## Question

Ten density functionals are applied to the same graphite cell. Its in-plane edge is held at 2.461 Å and its long edge, which spans two layers, at 6.976 Å. Nothing is relaxed, so each functional reports the stress it finds in a cell that it did not choose. Stress and pressure count as positive when the cell is compressed.

The following rough, recalled values may be used:

- The in-plane stiffness of graphite, C₁₁ + C₁₂, is about 1200 GPa. The stiffness across the layers, C₃₃, is about 40 GPa.
- LDA prefers an in-plane edge about 0.6 % shorter than the given one, PBE one about 0.3 % longer.
- The measured long edge is near 6.7 Å.

(a) Derive a rule that gives the pressure from the preferred in-plane edge alone.

(b) Estimate the pressure for LDA and for PBE.

(c) Compare the rule with the computed values and say when it can be trusted.

(d) Can a term for the layer direction improve it?

## Model answer

**(a)** Call the misfit m: the preferred in-plane edge less the given edge, divided by the given edge. A functional with positive m wants longer carbon–carbon bonds than the cell allows. It finds the sheet squeezed and reports a positive stress. With negative m the sheet is stretched and the stress is negative.

For small misfits the stress is proportional to the strain. Both in-plane directions are strained equally, and each resists in two ways: C₁₁ measures the response to strain along the direction itself, C₁₂ the response to strain along the other one. The in-plane stress is therefore (C₁₁ + C₁₂) × m, or about 12 GPa for each percent of misfit. This leaves out a coupling by which a changed layer spacing also alters the in-plane stress.

The pressure is the mean of three stresses, two in the plane and one across the layers. Strong covalent bonds hold the sheet together, while only weak forces act between sheets, and the two stiffnesses differ by a factor of about 30. Each stress is a stiffness times a misfit, so the layer stress stays comparatively small as long as the layer misfit is not many times the in-plane one. Part (d) returns to this condition; as a first approximation the layer stress is dropped:

pressure ≈ ⅔ × (C₁₁ + C₁₂) × m ≈ 8 GPa per percent of misfit

**(b)** For LDA the misfit is −0.6 %. The in-plane stress is 12 × (−0.6) = −7.2 GPa, and two thirds of that is a pressure of −4.8 GPa. LDA should find the cell under tension.

For PBE the misfit is +0.3 %. The in-plane stress is 12 × 0.3 = 3.6 GPa and the pressure 2.4 GPa. PBE should find the same cell compressed.

**(c)** The computed values are these. No separate dispersion correction was added, but the five functionals with "vdW" in their names contain nonlocal correlation, which describes dispersion.

VASP 6.6.1, plane-wave DFT with PAW potentials, for graphite in a fixed 4-atom cell, without spin polarisation. The cutoff is 520 eV, the k-mesh 16 × 16 × 4 and the Fermi-Dirac smearing 0.05 eV; no separate dispersion correction is added. Stress and pressure are positive in compression; xx lies in the plane of the layers, zz across them.

```
 functional                            potentials  pressure (GPa)  stress xx (GPa)  stress zz (GPa)
        LDA  VASP-PAW-LDA-potentials,-recommended          -4.810           -6.690           -1.040
        PBE  VASP-PAW-PBE-potentials,-recommended           2.780            3.080            2.180
     PBEsol  VASP-PAW-PBE-potentials,-recommended           0.070           -0.120            0.460
     r2SCAN  VASP-PAW-PBE-potentials,-recommended          -1.520           -1.400           -1.780
       SCAN  VASP-PAW-PBE-potentials,-recommended          -2.640           -3.920           -0.080
optB86b-vdW  VASP-PAW-PBE-potentials,-recommended           1.640            3.250           -1.570
 optB88-vdW  VASP-PAW-PBE-potentials,-recommended           1.280            2.600           -1.360
rev-vdW-DF2  VASP-PAW-PBE-potentials,-recommended           1.080            2.390           -1.520
     vdW-DF  VASP-PAW-PBE-potentials,-recommended           5.830            8.350            0.790
    vdW-DF2  VASP-PAW-PBE-potentials,-recommended           5.010            7.400            0.240
```

Both signs are right. The PBE estimate is about 0.4 GPa below the computed 2.78 GPa, and the LDA estimate agrees almost exactly with −4.81 GPa. That agreement is better than the rule deserves. The estimated in-plane tension is about 0.5 GPa too strong, and this happens to make up for the layer tension that was dropped.

The other eight rows can test only the second step, which takes two thirds of the computed in-plane stress as the pressure. Since the pressure is by definition the mean of the three stresses, the miss of this step is simply a third of the layer stress left out; the rows show how large that is, not whether the elastic argument holds. Over all ten rows its typical (root-mean-square) miss is 0.4 GPa, on pressures that run from about −5 to +6 GPa. The largest miss, 0.7 GPa, belongs to PBE; in the full estimate of part (b), an in-plane stress guessed too high hid about half of it. The printed analysis after this text gives the comparison row by row; no constant in the rule was adjusted to the table.

What matters is the size of the miss beside the pressure itself. The dropped layer stress shifts the pressure by up to 0.7 GPa, about as much as an in-plane misfit of 0.1 % does. The rule is therefore good when the misfit is several times larger than that. In the four rows with the strongest in-plane stress (LDA, SCAN, vdW-DF and vdW-DF2) it comes within 8 % of the computed pressure; in the other six it is off by a quarter or more. SCAN and vdW-DF2 owe part of their close agreement to layer stresses that happen to be near zero.

PBEsol shows the rule at its weakest. Its pressure of 0.07 GPa is what remains when a slight in-plane tension and a slight layer compression partly cancel, and the rule gives the wrong sign. Stresses this small are uncertain in any case. A finite plane-wave basis adds a spurious stress of its own, and no convergence test is at hand to show how large it is here.

**(d)** The given long edge exceeds the measured one by about 4 %. A functional that binds the layers at a realistic distance should feel them pulled apart, with a stress of roughly 40 × (−0.04) = −1.6 GPa. Three functionals combine nonlocal correlation, which describes dispersion, with an exchange part retuned to suit it: optB86b-vdW, optB88-vdW and rev-vdW-DF2. Their layer stresses average −1.5 GPa.

When this term is averaged with the two computed in-plane stresses, the typical miss for these three rows falls from 0.5 GPa to below 0.1 GPa. Such closeness should not be expected again, because a stretch of 4 % strains the assumption of proportional response and the inputs are rough.

Over all ten rows the same term raises the typical miss from 0.4 to 0.6 GPa, although LDA and r2SCAN also gain from it. PBE lacks long-range dispersion and hardly binds the layers; at this spacing it reports a layer stress of +2.18 GPa, a push where the term assumes a pull. The original vdW-DF and vdW-DF2 do contain nonlocal correlation, but they are known to favour too wide a layer spacing, and their layer stresses are slightly positive too. The term should be used only for a functional known to place the layers well.

## Remarks on the reasoning

**The pressure here describes a disagreement about length.** It is no property of graphite, and a pressure near zero does not prove that a functional describes the material well. By the same elastic argument, a cell with an in-plane edge 0.1 % shorter would raise every pressure in the table by roughly 0.8 GPa. Anyone who is handed a computed pressure should first ask whose lattice constants the cell has.

**The order of the functionals is mainly an order of preferred bond lengths.** LDA tends to overbind and to make bonds too short. Gradient corrections such as PBE favour the uneven density of more separated atoms and so lengthen the bonds; PBEsol uses a weaker correction and falls between the two. The exchange parts of vdW-DF and vdW-DF2 are more repulsive still, which fits their strong in-plane compression. The sign of m depends on the given cell as well, but this familiar argument suggests whether a related functional should prefer a longer or a shorter edge than a known one. It does not place SCAN and r2SCAN, which also use the kinetic-energy density; for them the preferred edge has to be looked up.

**One exchange of places shows what the total hides.** Ranked by in-plane stress or by pressure, the functionals come in the same order, except that PBE and optB86b-vdW change places. Their in-plane stresses are nearly equal, at 3.08 and 3.25 GPa. At this spacing the layers repel each other in PBE and attract each other in optB86b-vdW, so PBE ends with the clearly higher pressure. A good answer looks at the separate stresses before it interprets their mean.

**One row resists explanation.** r2SCAN has the most negative layer stress of all, −1.78 GPa, while the closely related SCAN is near zero. Since r2SCAN generally captures less of the dispersion at intermediate range than SCAN, the opposite order would have been plausible. The value should not be read as stronger layer binding until the stresses of both functionals have been tested with a higher cutoff and a finer grid.

**The input limits the estimate.** An error of 0.1 % in the preferred edge already moves the pressure by 0.8 GPa, more than dropping the layer stress does in any row. The edge must therefore be known to better than a thousandth, and for the functional actually used. The atomic potentials blur the comparison a little as well: LDA has its own set, but all other functionals share potentials made for PBE, so a small part of their differences may come from that mismatch.

Printed output of the fit:

```
Rule against table:
          row  pressure_GPa  two_thirds_inplane_GPa  miss_GPa  miss_percent  inferred_misfit_percent
          LDA         -4.81                   -4.46      0.35         7.277                  -0.5575
          PBE          2.78                   2.053   -0.7267         26.14                   0.2567
       PBEsol          0.07                   -0.08     -0.15         214.3                    -0.01
       r2SCAN         -1.52                 -0.9333    0.5867          38.6                  -0.1167
         SCAN         -2.64                  -2.613   0.02667          1.01                  -0.3267
  optB86b-vdW          1.64                   2.167    0.5267         32.11                   0.2708
   optB88-vdW          1.28                   1.733    0.4533         35.42                   0.2167
  rev-vdW-DF2          1.08                   1.593    0.5133         47.53                   0.1992
       vdW-DF          5.83                   5.567   -0.2633         4.517                   0.6958
      vdW-DF2          5.01                   4.933  -0.07667          1.53                   0.6167
In-plane stress per percent of misfit, GPa: 12
Pressure per percent of misfit, GPa: 8
Pressure change for 0.1 percent of misfit, GPa: 0.8
LDA in-plane stress estimated from recalled misfit, GPa: -7.2
LDA in-plane estimate less table, GPa: -0.51
LDA pressure estimated from recalled misfit, GPa: -4.8
LDA pressure estimate less table, GPa: 0.01
PBE in-plane stress estimated from recalled misfit, GPa: 3.6
PBE in-plane estimate less table, GPa: 0.52
PBE pressure estimated from recalled misfit, GPa: 2.4
PBE pressure estimate less table, GPa: -0.38
Two-thirds rule, rms miss over all rows, GPa: 0.4289
Two-thirds rule, largest miss, GPa: 0.7267
Rival rule pressure equals in-plane stress, rms miss, GPa: 1.531
Largest percent miss where pressure exceeds 2 GPa in size: 26.14
Smallest percent miss where pressure is below 2 GPa in size: 32.11
Rows with the right sign of pressure: 9
Strain from the cell to the recalled layer edge, percent: -3.956
Estimated layer stress, GPa: -1.583
Mean layer stress of the three retuned vdW rows, GPa: -1.483
With layer term, rms miss of the three retuned vdW rows, GPa: 0.04361
Without layer term, rms miss of the same three rows, GPa: 0.4988
With layer term, rms miss over all rows, GPa: 0.5757
With layer term, PBE estimate less table, GPa: -1.254
```
